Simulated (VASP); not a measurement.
# What goes wrong when the gap of HfO2 is computed with a bad input, part 2 of 2

Some runs for the gap of HfO2 get a fault in the input on purpose. Which of them show, and how? The starting structure is a measured crystal structure from the Crystallography Open Database. The atoms were first relaxed with LDA in that cell, in a run that isn't shown, and the relaxed structure is the one below.

VASP 6.6.1.

Results so far: reference 3.931 eV; a k mesh far too coarse and no band path 4.268 eV.

## Step 4: Bands with too few electronic steps

Level of this step: LDA; plane waves and PAW (Hf_pv, O) (VASP).

A slip made on purpose: too few electronic steps. Against step 2 the input has NELM = 4.

INCAR reads:

```
SYSTEM = HfO2
PREC = Accurate
ENCUT = 460
EDIFF = 1E-06
NELM = 4
ISMEAR = 0
SIGMA = 0.03
LREAL = .FALSE.
ALGO = Normal
GGA = CA
NBANDS = 72
LASPH = .TRUE.
LORBIT = 11
LWAVE = .FALSE.
LCHARG = .FALSE.
KPAR = 8
NCORE = 2
```

POSCAR reads:

```
HfO2
1.0
    5.1156000000      0.0000000000      0.0000000000
    0.0000000000      5.1722000000      0.0000000000
   -0.8447144024      0.0000000000      5.2269842757
Hf O
4 8
Direct
    0.2757950272      0.4567340553      0.7080925417
    0.7242049728      0.9567340553      0.7919074583
    0.7242049728      0.5432659447      0.2919074583
    0.2757950272      0.0432659447      0.2080925417
    0.4510997048      0.7424279229      0.9769591789
    0.5489002952      0.2424279229      0.5230408211
    0.5489002952      0.2575720771      0.0230408211
    0.4510997048      0.7575720771      0.4769591789
    0.0673282843      0.1710387267      0.8496936254
    0.9326717157      0.6710387267      0.6503063746
    0.9326717157      0.8289612733      0.1503063746
    0.0673282843      0.3289612733      0.3496936254
```

KPOINTS reads:

```
Automatic mesh
0
Gamma
4 4 4
0 0 0
```

KPOINTS_OPT reads:

```
Line mode
8
Line-mode
Reciprocal
  0.00000000   0.00000000   0.00000000 GAMMA
  0.00000000   0.00000000   0.50000000 Y

  0.00000000   0.00000000   0.50000000 Y
 -0.43397697   0.00000000   0.57166053 H

 -0.43397697   0.00000000   0.57166053 H
 -0.50000000   0.00000000   0.50000000 C

 -0.50000000   0.00000000   0.50000000 C
 -0.50000000   0.50000000   0.50000000 E

 -0.50000000   0.50000000   0.50000000 E
 -0.56602303   0.50000000   0.42833947 M1

 -0.56602303   0.50000000   0.42833947 M1
 -0.50000000   0.50000000   0.00000000 A

 -0.50000000   0.50000000   0.00000000 A
 -0.50000000   0.00000000   0.00000000 X

 -0.50000000   0.00000000   0.00000000 X
 -0.56602303   0.00000000   0.42833947 H1

 -0.43397697   0.50000000   0.57166053 M
  0.00000000   0.50000000   0.50000000 D

  0.00000000   0.50000000   0.50000000 D
  0.00000000   0.50000000   0.00000000 Z

  0.00000000   0.00000000   0.50000000 Y
  0.00000000   0.50000000   0.50000000 D
```

PAW data sets: Hf_pv and O (LDA family, release 64).

Run with:

```sh
> mpirun -np 16 vasp_std
```

The program printed:

```text
[... set-up lines as in an earlier step ...]
 entering main loop
       N       E                     dE             d eps       ncg     rms          rms(c)
[... 4 cycles as in an earlier step ...]
 -----------------------------------------------------------------------------
|                                                                             |
|           W    W    AA    RRRRR   N    N  II  N    N   GGGG   !!!           |
|           W    W   A  A   R    R  NN   N  II  NN   N  G    G  !!!           |
|           W    W  A    A  R    R  N N  N  II  N N  N  G       !!!           |
|           W WW W  AAAAAA  RRRRR   N  N N  II  N  N N  G  GGG   !            |
|           WW  WW  A    A  R   R   N   NN  II  N   NN  G    G                |
|           W    W  A    A  R    R  N    N  II  N    N   GGGG   !!!           |
|                                                                             |
|     The electronic self-consistency was not achieved in the given           |
|     number of steps (NELM). The forces and other quantities evaluated       |
|     might not be reliable so examine the results carefully. If you find     |
|     spurious results, we suggest increasing NELM, if you were close to      |
|     convergence or switching to a different ALGO or adjusting the           |
|     density mixing parameters otherwise.                                    |
|                                                                             |
 -----------------------------------------------------------------------------

   1 F= -.15404220E+03 E0= -.15404220E+03  d E =-.183726E-30
 Start KPOINTS_OPT (optional k-point list driver)
k-point batch [1-30\88]
       N       E                     dE             ncg
DAV:   1    -0.659950737658E+04   -0.57185E+05     4320
DAV:   2    -0.232683758070E+05   -0.16669E+05     4984
DAV:   3    -0.242196858777E+05   -0.95131E+03     5200
DAV:   4    -0.242315943007E+05   -0.11908E+02     5200
[...]
k-point batch [61-88\88]
       N       E                     dE             ncg
DAV:   1    -0.292012035340E+04   -0.60724E+05     4040
DAV:   2    -0.183474949498E+05   -0.15427E+05     4672
DAV:   3    -0.192196786118E+05   -0.87218E+03     4856
DAV:   4    -0.192305873204E+05   -0.10909E+02     4856
```

The job ended after 9.8 s (16 MPI ranks of AMD EPYC 9R45, shared host; peak memory 4.2 GiB).

OUTCAR, selected parts (step 4):

```text
  Total      148.9457453    151.1497630    153.3321069      0.0000000      0.0000000     -6.5681126
  in kB     1725.5025366   1751.0355800   1776.3175368      0.0000000      0.0000000    -76.0900881
  external PRESSURE =    1750.9518845 kB  Pullay stress =       0.0000000 kB

 POSITION                                       TOTAL-FORCE (eV/Angst)
 -----------------------------------------------------------------------------------
      0.81272      2.36232      3.70119        -0.038468      0.550148      0.063306
      3.03581      4.94842      4.13929         0.038468      0.550148     -0.063306
      3.45816      2.80988      1.52580         0.038468     -0.550148     -0.063306
      1.23508      0.22378      1.08770        -0.038468     -0.550148      0.063306
      1.48239      3.83999      5.10655         0.299966      0.197907      0.220734
      2.36613      1.25389      2.73393        -0.299966      0.197907     -0.220734
      2.78849      1.33221      0.12043        -0.299966     -0.197907     -0.220734
      1.90475      3.91831      2.49306         0.299966     -0.197907      0.220734
     -0.37332      0.88465      4.44134         0.037323     -0.266169      0.437853
      4.22185      3.47075      3.39914        -0.037323     -0.266169     -0.437853
      4.64421      4.28755      0.78565        -0.037323      0.266169     -0.437853
      0.04903      1.70145      1.82784         0.037323      0.266169      0.437853
 -----------------------------------------------------------------------------------
    total drift:                               -0.000000      0.000000     -0.000000

  FREE ENERGIE OF THE ION-ELECTRON SYSTEM (eV)
  ---------------------------------------------------
  free  energy   TOTEN  =      -154.0422021906 eV

  energy  without entropy=     -154.0422021906  energy(sigma->0) =     -154.04220219

[... 2 parts as in an earlier step ...]

[... 1 further part left out ...]
[key lines of the parts left out:]
E-fermi :  -0.2655
```

The electronic loop didn't reach EDIFF within its 4 cycles (NELM).

## Step 5: Bands with a fixed density without a density file

A slip made on purpose: a fixed density without a density file. Against step 2 the input has ICHARG = 11 (also changed: NELM).

INCAR: that of step 4 with these lines changed.

```diff
@@ -4,3 +4,3 @@
 EDIFF = 1E-06
-NELM = 4
+NELM = 60
 ISMEAR = 0
@@ -17 +17,2 @@
 NCORE = 2
+ICHARG = 11
```

POSCAR is that of step 4.

KPOINTS is that of step 4.

KPOINTS_OPT is that of step 4.

Run with:

```sh
> mpirun -np 16 vasp_std
```

The program printed:

```text
[banner, memory and clock lines left out]
running   16 mpi-ranks, on    1 nodes
[...]
LDA part: xc-table for (Slater(with rela. corr.)+CA(PZ))
 , standard interpolation
 POSCAR, INCAR and KPOINTS ok, starting setup
[...]
WARNING: CHGCAR is incomplete
|                                                                             |
|     EEEEEEE  RRRRRR   RRRRRR   OOOOOOO  RRRRRR      ###     ###     ###     |
|     E        R     R  R     R  O     O  R     R     ###     ###     ###     |
|     E        R     R  R     R  O     O  R     R     ###     ###     ###     |
|     EEEEE    RRRRRR   RRRRRR   O     O  RRRRRR       #       #       #      |
|     E        R   R    R   R    O     O  R   R                               |
|     E        R    R   R    R   O     O  R    R      ###     ###     ###     |
|     EEEEEEE  R     R  R     R  OOOOOOO  R     R     ###     ###     ###     |
|                                                                             |
|     ERROR: charge density could not be read from file CHGCAR for            |
|     ICHARG>10                                                               |
|                                                                             |
|       ---->  I REFUSE TO CONTINUE WITH THIS SICK JOB ... BYE!!! <----       |
|                                                                             |

1
1
1
1
1
1
1
1
1
1
1
1
1
1
1
1
```

Wall time 7.6 s (16 MPI ranks).

VASP stopped with this message: “ERROR: charge density could not be read from file CHGCAR for ICHARG>10”.

## Step 6: Bands with one electron missing

A slip made on purpose: one electron missing. Against step 2 the input has NELECT = 87 (also changed: NELM).

INCAR: that of step 5 with these lines changed.

```diff
@@ -17,2 +17,2 @@
 NCORE = 2
-ICHARG = 11
+NELECT = 87
```

POSCAR is that of step 5.

KPOINTS is that of step 5.

KPOINTS_OPT is that of step 5.

Run with:

```sh
> mpirun -np 16 vasp_std
```

The program printed:

```text
[... set-up lines as in an earlier step ...]
 entering main loop
       N       E                     dE             d eps       ncg     rms          rms(c)
DAV:   1     0.449856925753E+03    0.44986E+03   -0.43571E+04  4328   0.109E+03
DAV:   2    -0.123022953541E+03   -0.57288E+03   -0.54670E+03  5088   0.319E+02
DAV:   3    -0.153135056508E+03   -0.30112E+02   -0.29774E+02  5224   0.644E+01
DAV:   4    -0.153423785636E+03   -0.28873E+00   -0.28852E+00  5080   0.672E+00
DAV:   5    -0.153427775866E+03   -0.39902E-02   -0.39900E-02  5288   0.731E-01BRMIX: very serious problems
 the old and the new charge density differ
 old charge density:    88.00000 new   87.00000
BRMIX: very serious problems
 the old and the new charge density differ
 old charge density:    88.00000 new   87.00000
BRMIX: very serious problems
 the old and the new charge density differ
 old charge density:    88.00000 new   87.00000
BRMIX: very serious problems
 the old and the new charge density differ
 old charge density:    88.00000 new   87.00000
BRMIX: very serious problems
 the old and the new charge density differ
[...]
1 F= -.13527934E+03 E0= -.13527729E+03  d E =-.408747E-02
 Start KPOINTS_OPT (optional k-point list driver)
k-point batch [1-30\88]
       N       E                     dE             ncg
DAV:   1    -0.783140823826E+04   -0.57544E+05     4320
DAV:   2    -0.242247294764E+05   -0.16393E+05     4960
DAV:   3    -0.251674386978E+05   -0.94271E+03     5176
DAV:   4    -0.251796262150E+05   -0.12188E+02     5248
DAV:   5    -0.251798771817E+05   -0.25097E+00     5616
DAV:   6    -0.251798845983E+05   -0.74166E-02     5392
DAV:   7    -0.251798848640E+05   -0.26573E-03     5512
DAV:   8    -0.251798848766E+05   -0.12607E-04     4552
DAV:   9    -0.251798848773E+05   -0.62022E-06     3552
[...]
k-point batch [61-88\88]
       N       E                     dE             ncg
DAV:   1    -0.415288085931E+04   -0.60943E+05     4040
DAV:   2    -0.193312594707E+05   -0.15178E+05     4680
DAV:   3    -0.201921728160E+05   -0.86091E+03     4864
DAV:   4    -0.202031747094E+05   -0.11002E+02     4944
DAV:   5    -0.202033842529E+05   -0.20954E+00     5176
DAV:   6    -0.202033906473E+05   -0.63944E-02     5120
DAV:   7    -0.202033908202E+05   -0.17297E-03     5224
DAV:   8    -0.202033908270E+05   -0.67599E-05     4168
DAV:   9    -0.202033908274E+05   -0.38609E-06     3440
```

Wall time 24 s (16 MPI ranks); peak memory 4.5 GiB.

OUTCAR, selected parts (step 6):

```text
  Total      -15.5106396    -16.3832034    -17.1131705      0.0000000      0.0000000     -1.0420965
  in kB     -179.6872267   -189.7956800   -198.2521825      0.0000000      0.0000000    -12.0724500
  external PRESSURE =    -189.2450297 kB  Pullay stress =       0.0000000 kB

 POSITION                                       TOTAL-FORCE (eV/Angst)
 -----------------------------------------------------------------------------------
      0.81272      2.36232      3.70119         0.716526      0.274451      0.209952
      3.03581      4.94842      4.13929        -0.716526      0.274451     -0.209952
      3.45816      2.80988      1.52580        -0.716526     -0.274451     -0.209952
      1.23508      0.22378      1.08770         0.716526     -0.274451      0.209952
      1.48239      3.83999      5.10655        -0.016141      0.061420     -0.002435
      2.36613      1.25389      2.73393         0.016141      0.061420      0.002435
      2.78849      1.33221      0.12043         0.016141     -0.061420      0.002435
      1.90475      3.91831      2.49306        -0.016141     -0.061420     -0.002435
     -0.37332      0.88465      4.44134        -0.109803      0.042956     -0.055628
      4.22185      3.47075      3.39914         0.109803      0.042956      0.055628
      4.64421      4.28755      0.78565         0.109803     -0.042956      0.055628
      0.04903      1.70145      1.82784        -0.109803     -0.042956     -0.055628
 -----------------------------------------------------------------------------------
    total drift:                               -0.000000      0.000000     -0.000000

  FREE ENERGIE OF THE ION-ELECTRON SYSTEM (eV)
  ---------------------------------------------------
  free  energy   TOTEN  =      -135.2793350813 eV

  energy  without entropy=     -135.2752476082  energy(sigma->0) =     -135.27729134

[... 2 parts as in an earlier step ...]

[... 1 further part left out ...]
[key lines of the parts left out:]
E-fermi :   2.2187
```

With one electron missing there is no gap to read, since by its occupations the run counts as a metal (its levels may still leave one).

## Step 7: The runs compared

| run | ended | gap (eV) | change (eV) | core minutes |
| --- | --- | --- | --- | --- |
| reference | converged | 3.931 | - | 5.87 |
| a k mesh far too coarse and no band path | converged | 4.268 | 0.337 | 0.32 |
| too few electronic steps | not converged | - | - | 2.61 |
| a fixed density without a density file | stopped by VASP | - | - | 2.03 |
| one electron missing | converged | none | - | 6.4 |

Core minutes are wall time times ranks of the run shown, on a shared host.

## Step 8: Summary of results

```json
{
 "reference gap": "3.931 eV",
 "gap with a k mesh far too coarse and no band path": "4.268 eV",
 "gap with one electron missing": "none to read from the occupations",
 "run with too few electronic steps": "not converged",
 "run with a fixed density without a density file": "stopped by VASP"
}
```

What this shows: VASP stopped by itself in the run with a fixed density without a density file. The run with too few electronic steps didn't converge. Finished, but with signs in the output that stand out against the reference: a k mesh far too coarse and no band path, with the gap changed by +0.34 eV (signs: a stress that differs by up to 6.8 GPa and forces of up to 0.62 eV/Å); one electron missing, with no gap to read, since by its occupations the run counts as a metal (its levels may still leave one) (signs: a warning on the charge density, a stress of up to 19.8 GPa and forces of up to 0.80 eV/Å). Further runs on this material are not shown.

[Lines on the potential files, build, host, timing and source positions are cut from VASP's logs without a mark.]

[Logs are printed without paths, hosts, clocks, repeated set-up lines and the standing remarks that a program may print on its own settings, such as how far it seeks lower states.]

[Hosts, paths, dates, database ids (printed as entryN), source tags and the programs' standing remarks are cut or masked in the printed files.]
